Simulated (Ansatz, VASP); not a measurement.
# Cross-check of SiC between VASP and Ansatz, part 2 of 2

One calculation is typed for both programs; each brings its own data sets. How far apart do they land? The cell is taken from a series of runs on this material, whose earlier steps may have relaxed, scaled, displaced or heated it; both programs get it as it stands.

VASP 6.6.1 and Ansatz 0.2.0.

So far: The starting structure; Ansatz: single point, HSE06, spin-orbit coupling.

## 3. VASP: single point, HSE06, spin-orbit coupling

Level of this step: HSE06, spin-orbit coupling; plane waves and PAW (Si, C) (VASP).

The same cell, functional, mesh and smearing now go to VASP, with its own data sets.

Lines of VASP's logs that name or quote its potential files are left out, and so is its time.

The run reads the wave functions of an earlier VASP run, which isn't shown here.

INCAR reads:

```
SYSTEM = SiC
PREC = Accurate
ENCUT = 520
EDIFF = 1E-06
NELM = 100
ISMEAR = -1
SIGMA = 0.02
LREAL = .FALSE.
ALGO = Normal
LHFCALC = .TRUE.
AEXX = 0.25
GGA = PE
HFSCREEN = 0.208
LASPH = .TRUE.
LNONCOLLINEAR = .TRUE.
MAGMOM = 0 0 0 0 0 0 0 0 0 0 0 0 0 0 0 0 0 0 0 0 0 0 0 0
NBANDS = 48
GGA_COMPAT = .FALSE.
LSORBIT = .TRUE.
PRECFOCK = Fast
LORBIT = 11
LWAVE = .FALSE.
LCHARG = .FALSE.
KPAR = 8
NCORE = 2
ISIF = 2
```

POSCAR reads:

```
SiC
1.0
    3.0756941497      0.0000000000      0.0000000000
   -1.5378470748      2.6636292679      0.0000000000
    0.0000000000      0.0000000000     10.0706464800
Si C
4 4
Direct
    0.6666666700      0.3333333300      0.9378419800
    0.3333333300      0.6666666700      0.4378419800
    0.0000000000      0.0000000000      0.6878943800
    0.0000000000      0.0000000000      0.1878943800
    0.6666666700      0.3333333300      0.7498025900
    0.3333333300      0.6666666700      0.2498025900
    0.0000000000      0.0000000000      0.5004600500
    0.0000000000      0.0000000000      0.0004600500
```

KPOINTS reads:

```
Automatic mesh
0
Gamma
6 6 2
0 0 0
```

The projector-augmented-wave data sets are Si and C (PBE family, release 64).

On the command line:

```sh
> mpirun -np 16 vasp_ncl
```

Numbers of over 12 decimals in the logs are rounded to 6 here.

Log:

```text
[banner, memory and clock lines left out]
running   16 mpi-ranks, on    1 nodes
 distrk:  each k-point on    2 cores,    8 groups
 distr:  one band on    2 cores,    1 groups

 POSCAR found type information on POSCAR SiC
 POSCAR found :  2 types and       8 ions
 LDA part: xc-table for (Slater+PW92), standard interpolation
 found WAVECAR, reading the header
 POSCAR, INCAR and KPOINTS ok, starting setup
 FFT: planning ... GRIDC
 FFT: planning ... GRID_SOFT
 FFT: planning ... GRID
 reading WAVECAR
 the WAVECAR file was read successfully
 initial charge from wavefunction
 entering main loop
       N       E                     dE             d eps       ncg     rms          rms(c)
DAV:   1    -0.696794894983E+02   -0.69679E+02   -0.11530E+00  1352   0.666E+00    0.534E+00
DAV:   2    -0.696877227490E+02   -0.82333E-02   -0.32763E-02  1600   0.105E+00    0.385E+00
DAV:   3    -0.696856261107E+02    0.20966E-02   -0.10340E-03  1656   0.198E-01    0.225E+00
DAV:   4    -0.696849032386E+02    0.72287E-03   -0.34426E-04  1568   0.965E-02    0.129E+00
DAV:   5    -0.696846776606E+02    0.22558E-03   -0.10332E-04  1544   0.543E-02    0.735E-01
DAV:   6    -0.696846046526E+02    0.73008E-04   -0.25596E-05  1504   0.305E-02    0.417E-01
DAV:   7    -0.696845808961E+02    0.23756E-04   -0.82701E-06  1544   0.187E-02    0.237E-01
DAV:   8    -0.696845736736E+02    0.72225E-05   -0.26438E-06  1536   0.110E-02    0.135E-01
DAV:   9    -0.696845717293E+02    0.19443E-05   -0.73553E-07   912   0.606E-03    0.779E-02
DAV:  10    -0.696845713764E+02    0.35293E-06   -0.32777E-07   888   0.429E-03
   1 F= -.69684571E+02 E0= -.69684571E+02  d E =-.357185E-11  mag=     0.0000     0.0000     0.0000
```

From OUTCAR (step 3):

```text
ion  position               nearest neighbor table
   1  0.667  0.333  0.938-   8 1.88   8 1.88   8 1.88   5 1.89   3 3.08   3 3.08   3 3.08   4 3.08
                             4 3.08   4 3.08
   2  0.333  0.667  0.438-   7 1.88   7 1.88   7 1.88   6 1.89   4 3.08   4 3.08   4 3.08   3 3.08
                             3 3.08   3 3.08
   3  0.000  0.000  0.688-   5 1.88   5 1.88   5 1.88   7 1.89   1 3.08   1 3.08   1 3.08   2 3.08
                             2 3.08   2 3.08
   4  0.000  0.000  0.188-   6 1.88   6 1.88   6 1.88   8 1.89   2 3.08   2 3.08   2 3.08   1 3.08
                             1 3.08   1 3.08
   5  0.667  0.333  0.750-   3 1.88   3 1.88   3 1.88   1 1.89
   6  0.333  0.667  0.250-   4 1.88   4 1.88   4 1.88   2 1.89
   7  0.000  0.000  0.500-   2 1.88   2 1.88   2 1.88   3 1.89
   8  0.000  0.000  0.000-   1 1.88   1 1.88   1 1.88   4 1.89

  LATTYP: Found a hexagonal cell.
 ALAT       =     3.0756941497
 C/A-ratio  =     3.2742678530

 Subroutine GETGRP returns: Found 12 space group operations
 (whereof  6 operations were pure point group operations)

The static configuration has the point symmetry C_3v.
 The point group associated with its full space group is C_6v.

 Found     14 irreducible k-points:

   k-points           NKPTS =     14   k-points in BZ     NKDIM =     72   number of bands    NBANDS=     48

   dimension x,y,z NGX =    24 NGY =   24 NGZ =   80
   dimension x,y,z NGXF=    48 NGYF=   48 NGZF=  160

   ENCUT  =  520.0 eV  38.22 Ry    6.18 a.u.   5.72  5.72 18.72*2*pi/ulx,y,z

   NELECT =      32.0000    total number of electrons

 k-points in reciprocal lattice and weights: Automatic mesh
   0.00000000  0.00000000  0.00000000       0.014
   0.16666667 -0.00000000  0.00000000       0.083
   0.33333333  0.00000000  0.00000000       0.083
   0.50000000  0.00000000  0.00000000       0.042
   0.16666667  0.16666667  0.00000000       0.083
   0.33333333  0.16666667  0.00000000       0.167
   0.33333333  0.33333333  0.00000000       0.028
   0.00000000  0.00000000  0.50000000       0.014
   0.16666667 -0.00000000  0.50000000       0.083
[...]
0.33333333  0.16666667  0.50000000       0.167
   0.33333333  0.33333333  0.50000000       0.028

  exchange ACFDT corr.  =         0.00000000  see jH, gK, PRB 81, 115126

 average (electrostatic) potential at core
       1 -76.6963       2 -76.6963       3 -76.6528       4 -76.6528       5 -40.8691
       6 -40.8691       7 -40.9303       8 -40.9303

 E-fermi :   8.0620

 k-point     1 :       0.0000    0.0000    0.0000
  band No.  band energies     occupation
    ...
     28       7.5537      1.00000
     29       7.6015      1.00000
     30       7.6015      1.00000
     31       7.6109      1.00000
     32       7.6109      1.00000
     33      13.9048      0.00000
     34      13.9048      0.00000
     35      14.5134      0.00000
     36      14.5134      0.00000
     37      15.1846      0.00000
    ...

 k-point     2 :       0.1667   -0.0000    0.0000
  band No.  band energies     occupation
    ...
     28       6.3276      1.00000
     29       7.1922      1.00000
     30       7.1974      1.00000
     31       7.3330      1.00000
     32       7.3332      1.00000
     33      13.4905      0.00000
     34      13.4945      0.00000
     35      14.2288      0.00000
     36      14.2304      0.00000
     37      14.5207      0.00000
    ...

 k-point     3 :       0.3333    0.0000    0.0000
  band No.  band energies     occupation
    ...
     28       5.3862      1.00000
     29       6.1369      1.00000
     30       6.1404      1.00000
     31       6.6752      1.00000
     32       6.6753      1.00000
     33      11.5925      0.00000
     34      11.5945      0.00000
     35      11.8377      0.00000
     36      11.8407      0.00000
     37      13.2384      0.00000
    ...

  Total       -0.5276984     -0.5276984     -0.6864008     -0.0000000      0.0000000     -0.0000000
  in kB      -10.2475988    -10.2475988    -13.3295067     -0.0000000      0.0000000     -0.0000000
  external PRESSURE =     -11.2749014 kB  Pullay stress =       0.0000000 kB

  energy-cutoff  :      520.00
  volume of cell :       82.50
      direct lattice vectors                 reciprocal lattice vectors
     3.075694150  0.000000000  0.000000000     0.325129857  0.187713811  0.000000000
    -1.537847075  2.663629268  0.000000000     0.000000000  0.375427621  0.000000000
     0.000000000  0.000000000 10.070646480     0.000000000  0.000000000  0.099298491

 POSITION                                       TOTAL-FORCE (eV/Angst)
 -----------------------------------------------------------------------------------
      1.53785      0.88788      9.44468         0.000000      0.000000      0.005859
     -0.00000      1.77575      4.40935         0.000000      0.000000      0.005859
      0.00000      0.00000      6.92754         0.000000      0.000000      0.013344
      0.00000      0.00000      1.89222         0.000000      0.000000      0.013344
      1.53785      0.88788      7.55100        -0.000000     -0.000000     -0.008912
     -0.00000      1.77575      2.51567        -0.000000      0.000000     -0.008912
      0.00000      0.00000      5.03996        -0.000000      0.000000     -0.010291
      0.00000      0.00000      0.00463         0.000000     -0.000000     -0.010291
 -----------------------------------------------------------------------------------
    total drift:                                0.000000      0.000000     -0.000018

  FREE ENERGIE OF THE ION-ELECTRON SYSTEM (eV)
  ---------------------------------------------------
  free  energy   TOTEN  =       -69.6845713764 eV

  energy  without entropy=      -69.6845713764  energy(sigma->0) =      -69.68457138

 Spin-Orbit-Coupling matrix elements
 Ion:    1  E_soc:     -0.0002676
 Ion:    2  E_soc:     -0.0002676
 Ion:    3  E_soc:     -0.0002674
 Ion:    4  E_soc:     -0.0002674
 Ion:    5  E_soc:     -0.0000166
 Ion:    6  E_soc:     -0.0000166
 Ion:    7  E_soc:     -0.0000168
 Ion:    8  E_soc:     -0.0000168

 total charge
# of ion       s       p       d       tot
------------------------------------------
    1        0.717   0.987   0.000   1.705
    2        0.717   0.987   0.000   1.705
    3        0.718   0.985   0.000   1.703
    4        0.718   0.985   0.000   1.703
    5        0.839   1.716   0.000   2.555
    6        0.839   1.716   0.000   2.555
    7        0.839   1.714   0.000   2.553
    8        0.839   1.714   0.000   2.553
--------------------------------------------------
tot          6.228  10.805   0.000  17.033

 magnetization (x)
# of ion       s       p       d       tot
------------------------------------------
    1        0.000  -0.000   0.000  -0.000
    2        0.000   0.000   0.000   0.000
    3        0.000  -0.000   0.000  -0.000
    4        0.000  -0.000   0.000  -0.000
    5        0.000   0.000   0.000   0.000
    6       -0.000  -0.000   0.000  -0.000
    7        0.000   0.000   0.000   0.000
    8        0.000  -0.000   0.000  -0.000
--------------------------------------------------
tot          0.000  -0.000   0.000  -0.000

 magnetization (y)
# of ion       s       p       d       tot
------------------------------------------
    1        0.000   0.000   0.000   0.000
    2        0.000   0.000   0.000   0.000
    3        0.000   0.000   0.000   0.000
    4        0.000   0.000   0.000   0.000
    5        0.000  -0.000   0.000  -0.000
    6        0.000   0.000   0.000   0.000
    7        0.000  -0.000   0.000  -0.000
    8        0.000  -0.000   0.000  -0.000
--------------------------------------------------
tot          0.000  -0.000   0.000   0.000

 magnetization (z)
# of ion       s       p       d       tot
------------------------------------------
    1        0.000   0.000   0.000   0.000
    2       -0.000   0.000   0.000  -0.000
    3        0.000  -0.000   0.000  -0.000
    4        0.000  -0.000   0.000  -0.000
    5        0.000   0.000   0.000   0.000
    6        0.000   0.000   0.000   0.000
    7        0.000  -0.000   0.000  -0.000
    8        0.000   0.000   0.000   0.000
--------------------------------------------------
tot          0.000  -0.000   0.000  -0.000

[... 3 further parts left out ...]
```

The run ends at a pressure of -1.13 GPa, with forces up to 0.013 eV/Å.

## 4. Comparison

Known differences besides the potentials themselves: spin-orbit coupling enters by fully relativistic files in Ansatz and inside the spheres in VASP; exact exchange at q = 0 is treated differently, which shows on coarse meshes; VASP keeps PBE cores, Ansatz makes them for the functional; the cutoff is 420 eV in Ansatz and 520 eV in VASP; VASP takes a coarser grid for exact exchange (PRECFOCK = Fast). Total energies have different zeros and are not compared.

The two programs side by side:

```csv
quantity,Ansatz,VASP,difference
gap on the k mesh (eV),3.136,3.140,-0.004
```

A gap on the mesh is an upper bound, since the band edges may lie between its points.

## 5. Outcome

```yaml
difference_in_gap_on_the_k_mesh_single_point_hse06_spin_orbit_coupling: -0.0044 eV
```

What this shows: The difference in gap on the k mesh is -0.0044 eV (single point, HSE06, spin-orbit coupling), within the 0.08 eV picked in this series as the mark of a large difference. Such differences can come from data sets, numerical settings and the points named under the comparisons, not from the functional's error against experiment.

[Lines on the potential files, build, host, timing and source positions are cut from VASP's logs without a mark.]

[Logs are printed without paths, hosts, clocks, repeated set-up lines and the standing remarks that a program may print on its own settings, such as how far it seeks lower states.]

[Hosts, paths, dates, database ids (printed as entryN), source tags and the programs' standing remarks are cut or masked in the printed files.]
